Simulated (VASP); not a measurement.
Consider the following.

```
CrO2
1.0
    4.32455     0.00000     0.00000
    0.00000     4.32455     0.00000
    0.00000     0.00000     2.87144
Cr O
2 4
Cartesian
  0.00000   0.00000   0.00000
  2.16228   2.16228   1.43572
  1.30613   1.30613   0.00000
  3.46840   0.85615   1.43572
  0.85615   3.46840   1.43572
  3.01843   3.01843   0.00000
```
Starting moments (μB, in the order of the record's atoms Cr Cr O O O O): 2.1 2.1 -0.1 -0.1 -0.1 -0.1.

Level of theory: PBE GGA, VASP's PBE PAW potentials (set 64) (plane waves; VASP). Numerical set-up: 620 eV cut-off, 7×7×11 Γ-centred mesh, first-order Methfessel-Paxton smearing of 0.10 eV, potentials Cr_pv O.

Energy and stress use the plane-wave basis of the starting cell.

### Question
The ions, cell shape and volume at an external pressure of 30.0 GPa are relaxed. Predict the relaxed structure.

### Answer

```
CrO2
1.0
    4.27797     0.00000     0.00000
    0.00000     4.27797     0.00000
    0.00000     0.00000     2.84978
Cr O
2 4
Cartesian
  0.00000   0.00000   0.00000
  2.13899   2.13899   1.42489
  1.29064   1.29064   0.00000
  3.42963   0.84835   1.42489
  0.84835   3.42963   1.42489
  2.98733   2.98733   0.00000
```
Space group P4_2/mnm (136), at a tolerance of 0.03 Å. The cell ends with 4.00 μB, on the sites 2.03 2.03 -0.04 -0.04 -0.04 -0.04 μB.

### Question
How do energy and volume change from the first to the last step?

### Answer
The energy (σ→0) changes by +40.2 meV/atom and the volume by -2.9 %, in 7 ionic steps.

```tsv
step	E(σ→0) (eV)	max force (eV/Å)	pressure (GPa)	volume (Å³)
1	-50.1124	0.014	20.04	53.70
2	-49.1952	0.232	51.92	49.49
3	-49.8829	0.064	29.68	52.22
4	-49.8750	0.066	30.17	52.18
5	-49.8699	0.038	30.15	52.15
6	-49.8710	0.020	30.14	52.15
7	-49.8711	0.018	30.11	52.15
```

The compound is CrO2 in the rutile structure. This run relaxes it under an external pressure of 30 GPa. Symmetry was kept, so distortions that lower it aren't found.
